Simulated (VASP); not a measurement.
Set up this calculation in VASP 6.6.1, as the native input.

- Task: vibrations by finite differences
- Functional: LDA
- Potentials or basis: VASP PAW LDA potentials, release 64 (Rh_pv)
- Cutoff: 520 eV
- k mesh: 18 × 18 × 18
- Occupations: gaussian, width 0.1 eV
- Spin: no spin polarisation
- Ions in elastic constants: relaxed
- Further INCAR settings: ALGO = Normal; EDIFF = 1e-08; NBANDS = 14; IBRION = 6; POTIM = 0.015; NSW = 1; ISIF = 3

The structure of Rh lies in POSCAR:

```
Rh                                      
1.0
    0.0000000000      1.8786181581      1.8786181581
    1.8786181581      0.0000000000      1.8786181581
    1.8786181581      1.8786181581      0.0000000000
  Rh            
     1
Direct
     0.0000000000000000    0.0000000000000000    0.0000000000000000
```

One way to write it, as run:

INCAR

```
SYSTEM = Rh
PREC     = Accurate       ! precision mode
ENCUT    = 520            ! plane-wave cutoff, eV
EDIFF    = 1E-8           ! SCF threshold, eV
ISMEAR   = 0              ! smearing method
SIGMA    = 0.1            ! smearing width, eV
LREAL    = .False.        ! projectors in reciprocal space
LASPH    = .True.         ! aspherical terms in the spheres
NELM     = 100            ! most SCF steps
ALGO     = Normal         ! electronic algorithm
ISIF     = 3              ! what is computed and relaxed
LWAVE    = .False.        ! write WAVECAR
LCHARG   = .False.        ! write CHGCAR
GGA      = CA             ! functional
NBANDS   = 14             ! bands
IBRION   = 6              ! ionic algorithm
NFREE    = 2            
POTIM    = 0.015          ! step
NSW      = 1              ! ionic steps
```

KPOINTS

```
regular mesh
0
Gamma
  18 18 18
  0 0 0
```

Potentials or basis: VASP PAW LDA potentials, release 64 (Rh_pv).

Launch:

```bash
$ cat potpaw_LDA.64/Rh_pv/POTCAR > POTCAR
$ mpirun -np 1 vasp_std > vasp.out
```

It gave:

```yaml
Elastic_constants_C11_C12_C44: 504, 222, 218 GPa
Voigt_bulk_modulus: 316 GPa
```

Caveat: elastic constants of metals need much finer meshes, so these are rough.

Run time: 21 min on 1 thread of Intel(R) Xeon(R) Platinum 8259CL CPU @ 2.50GHz (Skylake/Cascade Lake), with other jobs on the host, peak memory 0.55 GiB.
